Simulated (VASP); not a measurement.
Input for VASP

INCAR:
```
SYSTEM = TiAl
PREC = Accurate
ENCUT = 400
EDIFF = 1E-6
NELM = 100
ALGO = Normal
LREAL = .FALSE.
LASPH = .TRUE.
ISMEAR = 0
SIGMA = 0.001
GGA = PE
LMAXMIX = 4
LWAVE = .FALSE.
LCHARG = .FALSE.
ISIF = 2
```

POSCAR:
```
TiAl
1
    2.8300000000     0.0000000000     0.0000000000
    0.0000000000     2.8300000000     0.0000000000
    0.0000000000     0.0000000000     4.0700000000
Ti Al
1 1
Direct
  0.0000000000   0.0000000000   0.0000000000
  0.5000000000   0.5000000000   0.5000000000
```

File KPOINTS:
```
Automatic mesh
0
Gamma
3 3 2
0 0 0
```

POTCAR, in this order: Ti_sv Al (PBE.64 set). Program: vasp_std.

The run wrote:

### standard output
```
...
DAV:   1     0.762044232766E+02    0.76204E+02   -0.63986E+03   132   0.116E+03
DAV:   2    -0.948532997791E+01   -0.85690E+02   -0.83037E+02   132   0.303E+02
DAV:   3    -0.140866901929E+02   -0.46014E+01   -0.45282E+01   201   0.718E+01
DAV:   4    -0.141854499737E+02   -0.98760E-01   -0.98594E-01   164   0.891E+00
DAV:   5    -0.141890252403E+02   -0.35753E-02   -0.35742E-02   193   0.161E+00    0.996E+00
DAV:   6    -0.125989472947E+02    0.15901E+01   -0.13725E+01   152   0.402E+01    0.357E+00
DAV:   7    -0.123642542578E+02    0.23469E+00   -0.17525E+00   141   0.129E+01    0.206E+00
DAV:   8    -0.125402361416E+02   -0.17598E+00   -0.66244E-01   149   0.569E+00    0.224E+00
DAV:   9    -0.123947866841E+02    0.14545E+00   -0.16963E-01   138   0.337E+00    0.138E+00
DAV:  10    -0.123524342769E+02    0.42352E-01   -0.16211E-01   149   0.276E+00    0.839E-01
DAV:  11    -0.123430615841E+02    0.93727E-02   -0.12443E-02   147   0.111E+00    0.652E-01
DAV:  12    -0.123397159010E+02    0.33457E-02   -0.62100E-03   158   0.501E-01    0.884E-01
DAV:  13    -0.123403536323E+02   -0.63773E-03   -0.25729E-03   149   0.366E-01    0.574E-01
DAV:  14    -0.123389502185E+02    0.14034E-02   -0.20431E-03   146   0.308E-01    0.867E-01
DAV:  15    -0.123388810203E+02    0.69198E-04   -0.10886E-03   146   0.250E-01    0.549E-01
DAV:  16    -0.123379985514E+02    0.88247E-03   -0.78840E-04   141   0.212E-01    0.852E-01
DAV:  17    -0.123388677928E+02   -0.86924E-03   -0.77195E-04   138   0.219E-01    0.550E-01
DAV:  18    -0.123370026259E+02    0.18652E-02   -0.42115E-04   138   0.174E-01    0.500E-02
DAV:  19    -0.123370769676E+02   -0.74342E-04   -0.11995E-05   141   0.431E-02    0.291E-01
DAV:  20    -0.123373625040E+02   -0.28554E-03   -0.34139E-05   152   0.457E-02    0.746E-01
DAV:  21    -0.123383598428E+02   -0.99734E-03   -0.39891E-04   141   0.163E-01    0.540E-01
DAV:  22    -0.123369996112E+02    0.13602E-02   -0.27117E-04   138   0.149E-01    0.456E-02
DAV:  23    -0.123371165198E+02   -0.11691E-03   -0.10604E-05   132   0.400E-02    0.366E-01
DAV:  24    -0.123372726660E+02   -0.15615E-03   -0.35536E-05   149   0.503E-02    0.693E-01
DAV:  25    -0.123379021276E+02   -0.62946E-03   -0.23287E-04   141   0.138E-01    0.531E-01
DAV:  26    -0.123370408905E+02    0.86124E-03   -0.18032E-04   138   0.130E-01    0.317E-01
DAV:  27    -0.123373983251E+02   -0.35743E-03   -0.52933E-05   138   0.750E-02    0.511E-01
DAV:  28    -0.123372188138E+02    0.17951E-03   -0.86103E-05   138   0.884E-02    0.658E-01
DAV:  29    -0.123376608406E+02   -0.44203E-03   -0.16122E-04   138   0.127E-01    0.525E-01
DAV:  30    -0.123370336382E+02    0.62720E-03   -0.12098E-04   138   0.115E-01    0.297E-01
DAV:  31    -0.123372727707E+02   -0.23913E-03   -0.37625E-05   138   0.689E-02    0.487E-01
DAV:  32    -0.123371848413E+02    0.87929E-04   -0.61417E-05   138   0.786E-02    0.618E-01
DAV:  33    -0.123374889547E+02   -0.30411E-03   -0.11831E-04   138   0.114E-01    0.521E-01
DAV:  34    -0.123370597649E+02    0.42919E-03   -0.97061E-05   138   0.107E-01    0.383E-01
DAV:  35    -0.123372774845E+02   -0.21772E-03   -0.47496E-05   138   0.781E-02    0.492E-01
DAV:  36    -0.123371269712E+02    0.15051E-03   -0.60131E-05   138   0.831E-02    0.534E-01
DAV:  37    -0.123373395501E+02   -0.21258E-03   -0.77670E-05   138   0.980E-02    0.509E-01
DAV:  38    -0.123370857888E+02    0.25376E-03   -0.73640E-05   138   0.962E-02    0.451E-01
DAV:  39    -0.123372602944E+02   -0.17451E-03   -0.54424E-05   138   0.850E-02    0.489E-01
DAV:  40    -0.123370961445E+02    0.16415E-03   -0.58235E-05   138   0.861E-02    0.472E-01
DAV:  41    -0.123372423748E+02   -0.14623E-03   -0.55583E-05   138   0.867E-02    0.485E-01
DAV:  42    -0.123370898892E+02    0.15249E-03   -0.56623E-05   138   0.866E-02    0.456E-01
DAV:  43    -0.123372104066E+02   -0.12052E-03   -0.49582E-05   138   0.833E-02    0.471E-01
DAV:  44    -0.123370858183E+02    0.12459E-03   -0.50632E-05   138   0.830E-02    0.443E-01
DAV:  45    -0.123371829219E+02   -0.97104E-04   -0.44858E-05   138   0.803E-02    0.456E-01
DAV:  46    -0.123370818656E+02    0.10106E-03   -0.45542E-05   138   0.798E-02    0.430E-01
DAV:  47    -0.123371589420E+02   -0.77076E-04   -0.40433E-05   135   0.772E-02    0.439E-01
DAV:  48    -0.123370768909E+02    0.82051E-04   -0.40691E-05   135   0.764E-02    0.412E-01
DAV:  49    -0.123371368641E+02   -0.59973E-04   -0.35893E-05   135   0.736E-02    0.418E-01
DAV:  50    -0.123370715250E+02    0.65339E-04   -0.35765E-05   135   0.725E-02    0.392E-01
DAV:  51    -0.123371208469E+02   -0.49322E-04   -0.31593E-05   135   0.697E-02    0.399E-01
DAV:  52    -0.123370787588E+02    0.42088E-04   -0.32487E-05   135   0.690E-02    0.405E-01
DAV:  53    -0.123371150287E+02   -0.36270E-04   -0.31646E-05   135   0.697E-02    0.395E-01
DAV:  54    -0.123370691940E+02    0.45835E-04   -0.31547E-05   132   0.693E-02    0.376E-01
DAV:  55    -0.123371005513E+02   -0.31357E-04   -0.27363E-05   132   0.657E-02    0.372E-01
DAV:  56    -0.123370306423E+02    0.69909E-04   -0.23328E-05   132   0.631E-02    0.227E-01
DAV:  57    -0.123370438017E+02   -0.13159E-04   -0.11299E-05   132   0.467E-02    0.203E-01
DAV:  58    -0.123370327603E+02    0.11041E-04   -0.65437E-06   132   0.336E-02    0.158E-01
DAV:  59    -0.123370337447E+02   -0.98447E-06   -0.46266E-06   132   0.293E-02
   1 F= -.12337034E+02 E0= -.12336928E+02  d E =-.210874E-03
```

**OUTCAR**
```
------------------------ aborting loop because EDIFF is reached ----------------------------------------
  FORCE on cell =-STRESS in cart. coord.  units (eV):
  Direction    XX          YY          ZZ          XY          YZ          ZX
  --------------------------------------------------------------------------------------
  Total       -0.6513720     -0.6513720      1.1690479      0.0000000      0.0000000      0.0000000
  in kB      -32.0163928    -32.0163928     57.4613215      0.0000000      0.0000000      0.0000000
  external PRESSURE =      -2.1904880 kB  Pullay stress =       0.0000000 kB
  volume of cell :       32.60
      direct lattice vectors                 reciprocal lattice vectors
     2.830000000  0.000000000  0.000000000     0.353356890  0.000000000  0.000000000
     0.000000000  2.830000000  0.000000000     0.000000000  0.353356890  0.000000000
     0.000000000  0.000000000  4.070000000     0.000000000  0.000000000  0.245700246
 POSITION                                       TOTAL-FORCE (eV/Angst)
 -----------------------------------------------------------------------------------
      0.00000      0.00000      0.00000         0.000000      0.000000      0.000000
      1.41500      1.41500      2.03500         0.000000      0.000000      0.000000
 -----------------------------------------------------------------------------------
    total drift:                                0.000000     -0.000000     -0.000000
  FREE ENERGIE OF THE ION-ELECTRON SYSTEM (eV)
  ---------------------------------------------------
  free  energy   TOTEN  =       -12.3370337447 eV

  energy  without entropy=      -12.3368228712  energy(sigma->0) =      -12.33692831
```
(Selected blocks of OUTCAR.)

Question: The run ends quietly. Is anything wrong with it?

Answer: The cause: a metal was run with a tiny SIGMA on a coarse mesh. The run ends without an error. Against the sound run, the energy per atom (σ→0) rises by 0.024 eV/atom; the pressure goes up by 0.55 GPa. To mend it, set ISMEAR = 1, set SIGMA = 0.1, correct KPOINTS.
### KPOINTS
```
Automatic mesh
0
Gamma
10 10 7
0 0 0
```
The mended run (PBE GGA, plane waves, VASP's PBE PAW potentials (set 64)) converges, and its OSZICAR ends with
```
   1 F= -.12385269E+02 E0= -.12384426E+02  d E =-.252948E-02
```

The compound is TiAl in the L1_0 structure. The cell was not relaxed at this level. The electron count is odd and the run is not spin-polarised, which forces a metal.
